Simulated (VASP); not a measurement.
```yaml
crystal:
  lattice:
    - [4.72884, 0.00000, 0.00000]
    - [0.00000, 4.72884, 0.00000]
    - [0.00000, 0.00000, 3.19616]
  atoms:
    - { symbol: Sn, position: [0.00000, 0.00000, 0.00000] }
    - { symbol: Sn, position: [0.50000, 0.50000, 0.50000] }
    - { symbol: O, position: [0.30598, 0.30598, 0.00000] }
    - { symbol: O, position: [0.80598, 0.19402, 0.50000] }
    - { symbol: O, position: [0.19402, 0.80598, 0.50000] }
    - { symbol: O, position: [0.69402, 0.69402, 0.00000] }
```

All values below come from LDA (Ceperley-Alder, Perdew-Zunger), VASP's LDA PAW potentials (set 64) (plane waves; VASP). Settings: 520 eV cut-off, Gaussian smearing of 0.050 eV, potentials Sn_d O.

Unless said otherwise, spin-orbit coupling is left out, though it shifts the bands of the heavy elements here.

### Question
Give the energies of bands 16 to 29 at the high-symmetry points, in eV from the valence-band maximum.

### Answer

```csv
band,Γ,X,M,Z,R,A
16,-4.17,-6.68,-5.55,-7.37,-7.04,-8.17
17,-4.17,-3.20,-4.00,-4.34,-5.70,-5.15
18,-4.08,-3.20,-4.00,-4.34,-5.70,-5.15
19,-3.21,-3.03,-3.11,-3.82,-4.32,-2.63
20,-2.08,-3.03,-3.11,-3.82,-4.32,-2.63
21,-1.94,-2.03,-2.06,-2.71,-1.79,-2.43
22,-1.28,-2.03,-2.06,-2.71,-1.79,-2.43
23,-1.28,-1.24,-1.37,-1.72,-1.13,-0.98
24,-0.81,-1.24,-1.37,-1.72,-1.13,-0.98
25,-0.81,-0.65,-0.91,-1.28,-0.72,-0.84
26,0.00,-0.65,-0.91,-1.28,-0.72,-0.84
27,1.14,4.31,4.69,6.02,6.30,4.68
28,5.92,4.31,4.69,6.02,6.30,4.68
29,6.05,6.80,7.29,9.51,7.87,8.62
```

The gap is direct, 1.14 eV, from the valence maximum at Γ to the conduction minimum at Γ.

The compound is SnO2 in the rutile structure. It was relaxed first.
